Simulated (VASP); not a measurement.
Consider the following.

```xyz
2
Lattice="0.0000 2.3838 2.3838 2.3838 0.0000 2.3838 2.3838 2.3838 0.0000" Properties=species:S:1:pos:R:3 pbc="T T T"
Be     0.0000     0.0000     0.0000
S      1.1919     1.1919     1.1919
```

Method: optB86b-vdW, VASP's PBE PAW potentials (set 64) (plane waves; VASP). Settings: 520 eV cut-off, 9×9×9 Γ-centred mesh, Gaussian smearing of 0.050 eV, potentials Be S.

### Question
Estimate the energy per atom (σ→0), pressure.

### Answer

- energy per atom (σ→0) = -4.101 eV/atom
- pressure = 66.2 kbar

Total energies compare only between runs with the same potentials, cut-off and functional.

The compound is BeS in the zinc blende structure. This cell is one point of a volume scan, at 0.94 of the reference volume.
